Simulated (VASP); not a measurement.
Method: PBEsol GGA, VASP's PBE PAW potentials (set 64) (plane waves; VASP).

A VASP calculation is set up with these files.

**INCAR**
```
SYSTEM = Cu
PREC = Accurate; ENCUT = 400; LREAL = F
LASPH = T
EDIFF = 1E-6; NELM = 100; ALGO = Normal
LMAXMIX = 4
ISMEAR = 1; SIGMA = 0.1
GGA = PS
IBRION = 2; NSW = 60; ISIF = 3
EDIFFG = -0.01
LWAVE = F; LCHARG = F
```

### KPOINTS
```
Automatic mesh
0
Gamma
16 16 16
0 0 0
```

POSCAR:
```
Cu
1.0
  0.0000000000   1.7815983227   1.7815983227
  1.7815983227   0.0000000000   1.7815983227
  1.7815983227   1.7815983227   0.0000000000
Cu
1
direct
  0.0000000000   0.0000000000   0.0000000000
```

POTCAR, in this order: Cu (PBE.64 set). Program: vasp_std.

The resulting files:

**OSZICAR**
```
       N       E                     dE             d eps       ncg     rms          rms(c)
DAV:   1     0.304626030823E+02    0.30463E+02   -0.48873E+03  2691   0.173E+03
DAV:   2    -0.503613828471E+01   -0.35499E+02   -0.33718E+02  2614   0.183E+02
DAV:   3    -0.540185029560E+01   -0.36571E+00   -0.36490E+00  3094   0.268E+01
DAV:   4    -0.540424014816E+01   -0.23899E-02   -0.23897E-02  3149   0.193E+00
DAV:   5    -0.540426856550E+01   -0.28417E-04   -0.28418E-04  3139   0.169E-01    0.842E+00
DAV:   6    -0.473727248365E+01    0.66700E+00   -0.19789E+01  2741   0.104E+02    0.412E+00
DAV:   7    -0.432339431228E+01    0.41388E+00   -0.29470E+00  2786   0.396E+01    0.583E-01
DAV:   8    -0.431072250241E+01    0.12672E-01   -0.59966E-03  2927   0.149E+00    0.327E-01
DAV:   9    -0.430877941034E+01    0.19431E-02   -0.12156E-02  2856   0.232E+00    0.239E-02
DAV:  10    -0.430878628411E+01   -0.68738E-05   -0.37535E-05  3844   0.123E-01    0.623E-03
DAV:  11    -0.430878711429E+01   -0.83019E-06   -0.61559E-07  1891   0.180E-02
   1 F= -.43087871E+01 E0= -.43087959E+01  d E =-.430879E+01
```

OUTCAR:
```
------------------------ aborting loop because EDIFF is reached ----------------------------------------
  FORCE on cell =-STRESS in cart. coord.  units (eV):
  Direction    XX          YY          ZZ          XY          YZ          ZX
  --------------------------------------------------------------------------------------
  Total        0.0056122      0.0056122      0.0056122     -0.0000000      0.0000000     -0.0000000
  in kB        0.7950310      0.7950310      0.7950310     -0.0000000      0.0000000     -0.0000000
  external PRESSURE =       0.7950310 kB  Pullay stress =       0.0000000 kB
  volume of cell :       11.31
      direct lattice vectors                 reciprocal lattice vectors
     0.000000000  1.781598323  1.781598323    -0.280646874  0.280646874  0.280646874
     1.781598323  0.000000000  1.781598323     0.280646874 -0.280646874  0.280646874
     1.781598323  1.781598323  0.000000000     0.280646874  0.280646874 -0.280646874
 POSITION                                       TOTAL-FORCE (eV/Angst)
 -----------------------------------------------------------------------------------
      0.00000      0.00000      0.00000        -0.000000      0.000000     -0.000000
 -----------------------------------------------------------------------------------
    total drift:                                0.000000      0.000000      0.000000
  FREE ENERGIE OF THE ION-ELECTRON SYSTEM (eV)
  ---------------------------------------------------
  free  energy   TOTEN  =        -4.3087871143 eV

  energy  without entropy=       -4.3088134282  energy(sigma->0) =       -4.30879589

 reached required accuracy - stopping structural energy minimisation
```
(Selected blocks of OUTCAR.)

The compound is Cu in the fcc structure. It was relaxed first. The start is the result of an earlier pass.
